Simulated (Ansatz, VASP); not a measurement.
**CaGeN: VASP beside Ansatz**

INCAR

```
  PREC = Accurate
  ENCUT = 520
  EDIFF = 1E-6
  ISMEAR = 0
  SIGMA = 0.1
  LREAL = F
  LASPH = T
  NELM = 100
  ALGO = Normal
  ISIF = 2
  LWAVE = F
  LCHARG = F
  GGA = PE
  NBANDS = 22
```

Contents of KPOINTS:

```
regular mesh
0
Gamma
  6 6 4
```

POSCAR

```
CaGeN
1.0
    3.5504661500      0.0000000000      0.0000000000
    0.0000000000      3.5504661500      0.0000000000
    0.0000000000      0.0000000000      4.4878574300
Ca Ge N
1 1 1
Direct
    0.0000000000      0.0000000000      0.0000000000
    0.0000000000      0.0000000000      0.5000000000
    0.5000000000      0.5000000000      0.5000000000
```

Input for Ansatz:

```yaml
crystal:
  lattice:
    - [3.55046615, 0.0, 0.0]
    - [0.0, 3.55046615, 0.0]
    - [0.0, 0.0, 4.48785743]
  atoms:
    - { symbol: Ca, position: [0.0, 0.0, 0.0] }
    - { symbol: Ge, position: [0.0, 0.0, 0.5] }
    - { symbol: "N", position: [0.5, 0.5, 0.5] }
basis:
  ecutwfc: 420
kpoints:
  mp_grid: { grid: [6, 6, 4] }
hamiltonian:
  xc: pbe
scf:
  occupations: { method: gaussian, width: 0.1 }
  lower_state_search: "off"
output:
  forces: true
  stress: true
  eigenvalues: true
```

Alike in both runs: task single point; functional PBE; k mesh 6 × 6 × 4; occupations gaussian, width 0.1 eV; no spin polarisation.

|  | VASP | Ansatz |
| --- | --- | --- |
| version | VASP 6.6.1 | Ansatz 0.2.0 |
| potentials or method | VASP PAW PBE potentials, release 64 (Ca_sv, Ge_d, N) | scalar-relativistic, plane waves, PAW |
| plane-wave cutoff (eV) | 520 | 420 |
| valence electrons in the cell | 29 | 29 |

```tsv
	VASP	Ansatz	Ansatz less VASP
gap on the k mesh at the Fermi level (eV)	none	none	-
pressure (GPa)	13.1	13.0	-0.16
largest component of the traceless stress (GPa)	51.53	51.17	-0.360
```

A gap of «none» marks a metal or a gap that the smearing closes. The functional is the same, so the differences come from potentials, cutoffs and numerics.
